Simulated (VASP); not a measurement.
An input for Quantum ESPRESSO's pw.x (written as the equivalent of a VASP run, and not itself run):

```
&CONTROL
  calculation = 'vc-relax'
  pseudo_dir = './pseudo'
  outdir = './out'
  tprnfor = .true.
  tstress = .true.
  nstep = 30
  forc_conv_thr = 0.00039
/
&SYSTEM
  ibrav = 0
  nat = 3
  ntyp = 2
  ecutwfc = 102
  occupations = 'smearing'
  smearing = 'gaussian'
  degauss = 0.003675
  input_dft = 'pz'
/
&ELECTRONS
  conv_thr = 7.3e-09
  electron_maxstep = 100
/
&IONS
/
&CELL
  cell_dofree = 'shape'
/
ATOMIC_SPECIES
  Cd 112.414 Cd.upf
  I 126.904 I.upf
CELL_PARAMETERS angstrom
     2.1303772   -3.6899218    0.0000000
     2.1303772    3.6899218    0.0000000
     0.0000000    0.0000000    6.8273172
ATOMIC_POSITIONS crystal
  Cd   0.0000000  0.0000000  0.0000000
  I    0.3333330  0.6666670  0.2523038
  I    0.6666670  0.3333330  0.7476962
K_POINTS automatic
  6 6 4 0 0 0
```

Q: Write the VASP files for the same calculation (LDA).

A: This is not unique; one that fits is 
### KPOINTS
```
Regular mesh
0
Gamma
  6 6 4
```

**POSCAR**
```
CdI2
1
    2.1303771856    -3.6899218058     0.0000000000
    2.1303771856     3.6899218058     0.0000000000
    0.0000000000     0.0000000000     6.8273171565
Cd I
1 2
Direct
  0.0000000000   0.0000000000   0.0000000000
  0.3333330000   0.6666670000   0.2523038134
  0.6666670000   0.3333330000   0.7476961866
```

INCAR:
```
NELM=100
LREAL=.FALSE.
ISIF=4
LWAVE=.FALSE.
IBRION=2   ! conjugate gradients
NSW=30   ! most ionic steps
SIGMA=0.05   ! width (eV)
ALGO=Normal   ! blocked Davidson
EDIFF=1E-7
PREC=Accurate
LMAXMIX=4   ! l cut-off of mixed one-centre charges
SYSTEM=CdI2
LCHARG=.FALSE.
LASPH=.TRUE.   ! aspherical one-centre terms
ENCUT=520   ! plane-wave cut-off (eV)
EDIFFG=-0.01   ! ionic stop
ISMEAR=0
```

POTCAR, in this order: Cd I (LDA.64 set). Program: vasp_std.

What does not carry over: the potentials are each code's own (VASP's PAW set, PseudoDojo norm-conserving files in pw.x), so ENCUT and ecutwfc are chosen apart and not converted; conv_thr bounds pw.x's estimated SCF error, while EDIFF bounds the energy change between steps; forc_conv_thr acts on force components and is met together with etot_conv_thr.

The compound is CdI2 in the 1T layered structure. This cell is one point of a volume scan, at 1.06 of the reference volume. Symmetry was kept, so distortions that lower it aren't found.
